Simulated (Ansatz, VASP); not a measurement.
**Two plane-wave programs on CuSn3**

Contents of INCAR:

```
ALGO     = Normal         # electronic algorithm
EDIFF    = 1E-7           # SCF threshold, eV
ENCUT    = 520            # plane-wave cutoff, eV
GGA      = PE             # functional
ISIF     = 2              # what is computed and relaxed
ISMEAR   = -1             # smearing method
LASPH    = True           # aspherical terms in the spheres
LCHARG   = False          # write CHGCAR
LREAL    = False          # projectors in reciprocal space
LWAVE    = False          # write WAVECAR
NBANDS   = 63             # bands
NELM     = 60             # most SCF steps
PREC     = Accurate       # precision mode
SIGMA    = 0.05           # smearing width, eV
```

The input KPOINTS:

```
k-points
0
Gamma
  5 5 6
```

POSCAR

```
CuSn3
1.0
    6.5333746846      0.0000000000      0.0000000000
   -3.2666873423      5.6580684493      0.0000000000
    0.0000000000      0.0000000000      4.9371671677
Sn Cu
6 2
Direct
    0.1723395050      0.3446790100      0.2500000000
    0.1723395050      0.8276604950      0.2500000000
    0.6553209900      0.8276604950      0.2500000000
    0.8276604950      0.6553209900      0.7500000000
    0.8276604950      0.1723395050      0.7500000000
    0.3446790100      0.1723395050      0.7500000000
    0.3333333333      0.6666666667      0.7500000000
    0.6666666667      0.3333333333      0.2500000000
```

Contents of input.yaml:

```yaml
crystal:
  lattice:
    - [6.5333746846, 0.0, 0.0]
    - [-3.2666873423, 5.6580684493, 0.0]
    - [0.0, 0.0, 4.9371671677]
  atoms:
    - { symbol: Sn, position: [0.172339505, 0.34467901, 0.25] }
    - { symbol: Sn, position: [0.172339505, 0.827660495, 0.25] }
    - { symbol: Sn, position: [0.65532099, 0.827660495, 0.25] }
    - { symbol: Sn, position: [0.827660495, 0.65532099, 0.75] }
    - { symbol: Sn, position: [0.827660495, 0.172339505, 0.75] }
    - { symbol: Sn, position: [0.34467901, 0.172339505, 0.75] }
    - { symbol: Cu, position: [0.3333333333, 0.6666666667, 0.75] }
    - { symbol: Cu, position: [0.6666666667, 0.3333333333, 0.25] }
hamiltonian:
  xc: pbe
  pseudopotentials: { kind: paw }
kpoints:
  mp_grid: { grid: [5, 5, 6] }
scf:
  occupations: { method: fermi_dirac, width: 0.05 }
output:
  forces: true
  stress: true
  eigenvalues: true
  write_density: true
  write_potential: true
  elf: true
  volumetric_format: npy
```

Change from the starting cell: volume scaled by 0.96.

Alike in both runs: task single point; functional PBE; k mesh 5 × 5 × 6; occupations fermi-dirac, width 0.05 eV; no spin polarisation.

|  | VASP | Ansatz |
| --- | --- | --- |
| version | VASP 6.6.1 | Ansatz 0.2.0 |
| potentials or method | VASP PAW PBE potentials, release 64 (Sn_d, Cu) | Ansatz PAW |
| plane-wave cutoff (eV) | 520 | 420 |
| valence electrons in the cell | 106 | 122 |

```tsv
	VASP	Ansatz	Ansatz less VASP
gap on the k mesh at the Fermi level (eV)	none	none	-
pressure (GPa)	2.7	2.7	0.00
largest component of the traceless stress (GPa)	0.08	0.12	+0.048
rms of the force components (eV/Å)	0.120	0.123	+0.0031
```

Atom by atom the forces differ by 0.003 eV/Å (rms over components). A gap of «none» marks a metal or a gap that the smearing closes. With one functional, cell and mesh, what is left measures potentials, basis and numerics. The two sets of potentials don't hold the same shells in valence.
